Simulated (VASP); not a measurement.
Output of a VASP run:

**OSZICAR**
```
...
       N       E                     dE             d eps       ncg     rms          rms(c)
DAV:   1    -0.625836079159E+01   -0.44751E-01   -0.30085E+00   614   0.177E+01    0.124E+00
DAV:   2    -0.622599806664E+01    0.32363E-01   -0.17138E-01   712   0.499E+00    0.628E-01
DAV:   3    -0.621344302693E+01    0.12555E-01   -0.30659E-02   705   0.246E+00    0.186E-01
DAV:   4    -0.621284818857E+01    0.59484E-03   -0.27312E-03   854   0.513E-01    0.859E-02
DAV:   5    -0.621275373634E+01    0.94452E-04   -0.17172E-04   752   0.133E-01    0.332E-02
DAV:   6    -0.621274391066E+01    0.98257E-05   -0.38244E-05   763   0.674E-02    0.703E-03
DAV:   7    -0.621274404649E+01   -0.13583E-06   -0.37133E-06   522   0.182E-02
   8 F= -.62127440E+01 E0= -.62127440E+01  d E =-.101491E-02
       N       E                     dE             d eps       ncg     rms          rms(c)
DAV:   1    -0.623799014348E+01   -0.25246E-01   -0.16454E+00   622   0.136E+01    0.915E-01
DAV:   2    -0.622118343174E+01    0.16807E-01   -0.92678E-02   712   0.371E+00    0.474E-01
DAV:   3    -0.621427456180E+01    0.69089E-02   -0.15210E-02   708   0.173E+00    0.149E-01
DAV:   4    -0.621380476563E+01    0.46980E-03   -0.16550E-03   856   0.396E-01    0.574E-02
DAV:   5    -0.621374067017E+01    0.64095E-04   -0.11271E-04   800   0.105E-01    0.175E-02
DAV:   6    -0.621373688115E+01    0.37890E-05   -0.16341E-05   713   0.406E-02    0.529E-03
DAV:   7    -0.621373710157E+01   -0.22042E-06   -0.11059E-06   301   0.102E-02
   9 F= -.62137371E+01 E0= -.62137371E+01  d E =-.200796E-02
       N       E                     dE             d eps       ncg     rms          rms(c)
DAV:   1    -0.621621365125E+01   -0.24768E-02   -0.12950E-01   582   0.306E+00    0.294E-01
DAV:   2    -0.621468242510E+01    0.15312E-02   -0.74225E-03   645   0.877E-01    0.158E-01
DAV:   3    -0.621397758123E+01    0.70484E-03   -0.16048E-03   731   0.493E-01    0.576E-02
DAV:   4    -0.621393177660E+01    0.45805E-04   -0.25898E-04   790   0.156E-01    0.185E-02
DAV:   5    -0.621392547407E+01    0.63025E-05   -0.22463E-05   886   0.595E-02    0.592E-03
DAV:   6    -0.621392533478E+01    0.13929E-06   -0.54672E-06   529   0.271E-02
  10 F= -.62139253E+01 E0= -.62139253E+01  d E =-.188233E-03
       N       E                     dE             d eps       ncg     rms          rms(c)
DAV:   1    -0.621404109806E+01   -0.11562E-03   -0.58607E-03   582   0.649E-01    0.628E-02
DAV:   2    -0.621397195203E+01    0.69146E-04   -0.33189E-04   642   0.202E-01    0.338E-02
DAV:   3    -0.621394058253E+01    0.31369E-04   -0.79117E-05   700   0.108E-01    0.122E-02
DAV:   4    -0.621393907532E+01    0.15072E-05   -0.11210E-05   730   0.302E-02    0.407E-03
DAV:   5    -0.621393895702E+01    0.11830E-06   -0.58416E-07   300   0.134E-02
  11 F= -.62139390E+01 E0= -.62139390E+01  d E =-.201855E-03
       N       E                     dE             d eps       ncg     rms          rms(c)
DAV:   1    -0.621499083266E+01   -0.10518E-02   -0.32110E-02   644   0.193E+00    0.163E-01
DAV:   2    -0.621425423050E+01    0.73660E-03   -0.21801E-03   704   0.635E-01    0.934E-02
DAV:   3    -0.621398808599E+01    0.26614E-03   -0.65123E-04   752   0.368E-01    0.234E-02
DAV:   4    -0.621397990791E+01    0.81781E-05   -0.59198E-05   805   0.785E-02    0.112E-02
DAV:   5    -0.621397900221E+01    0.90570E-06   -0.60155E-06   695   0.259E-02
  12 F= -.62139790E+01 E0= -.62139790E+01  d E =-.400452E-04
```

### OUTCAR
```
------------------------ aborting loop because EDIFF is reached ----------------------------------------
  FORCE on cell =-STRESS in cart. coord.  units (eV):
  Direction    XX          YY          ZZ          XY          YZ          ZX
  --------------------------------------------------------------------------------------
  Total        0.0218565      0.0218565      0.0540635      0.0000000      0.0000000      0.0000000
  in kB        0.4389686      0.4389687      1.0858162      0.0000000      0.0000000      0.0000000
  external PRESSURE =       0.6545845 kB  Pullay stress =       0.0000000 kB
  volume of cell :       79.77
      direct lattice vectors                 reciprocal lattice vectors
     1.932138819 -3.346562822  0.000000000     0.258780578 -0.149407026 -0.000000000
     1.932138819  3.346562822 -0.000000000     0.258780578  0.149407026  0.000000000
     0.000000000 -0.000000000  6.168659898    -0.000000000  0.000000000  0.162109764
 POSITION                                       TOTAL-FORCE (eV/Angst)
 -----------------------------------------------------------------------------------
      3.86428      0.00000      0.00000        -0.000000      0.000000      0.000000
      1.93214      1.11552      1.59623         0.000000     -0.000000      0.012259
      1.93214     -1.11552      4.57242        -0.000000      0.000000     -0.012259
 -----------------------------------------------------------------------------------
    total drift:                                0.000000      0.000000      0.000000
  FREE ENERGIE OF THE ION-ELECTRON SYSTEM (eV)
  ---------------------------------------------------
  free  energy   TOTEN  =        -6.2139790022 eV

  energy  without entropy=       -6.2139790022  energy(sigma->0) =       -6.21397900

 reached required accuracy - stopping structural energy minimisation
```
(Selected blocks of OUTCAR.)

POSCAR:
```
SnSe2
1
    1.9165081874    -3.3194897690    -0.0000000000
    1.9165081874     3.3194897690    -0.0000000000
    0.0000000000    -0.0000000000     6.2366366484
Sn Se
1 2
Direct
  0.0000000000   1.0000000000   0.0000000000
  0.3333330000   0.6666670000   0.2525926708
  0.6666670000   0.3333330000   0.7474073292
```

**Question.** Reconstruct the remaining input files.

**Answer.** Several could match; the one computed here: the input of the run itself, rev-vdW-DF2, plane waves, VASP's PBE PAW potentials (set 64).

### INCAR
```
LCHARG = F
LASPH = T
PARAM2 = 0.7114
SIGMA = 0.05   # width (eV)
ISMEAR = 0
EDIFF = 1E-6   # SCF stop (eV)
LMAXMIX = 4
EDIFFG = -0.02   # ionic stop
SYSTEM = SnSe2
NELM = 100   # most electronic steps
PARAM1 = 0.1234568
AGGAC = 0.0
PREC = Accurate
ENCUT = 520   # plane-wave cut-off (eV)
IBRION = 2
ZAB_VDW = -1.8867
LWAVE = F
GGA = MK
LUSE_VDW = T
LREAL = F   # projection in real space or not
NSW = 60
ALGO = Normal
ISIF = 3   # ions, shape and volume
```

KPOINTS:
```
Automatic mesh
0
Gamma
6 6 3
0 0 0
```

POTCAR, in this order: Sn_d Se (PBE.64 set). Program: vasp_std.

The compound is SnSe2 in the 1T layered structure. This run relaxes it. Symmetry was kept, so distortions that lower it aren't found. The start is the result of an earlier pass.
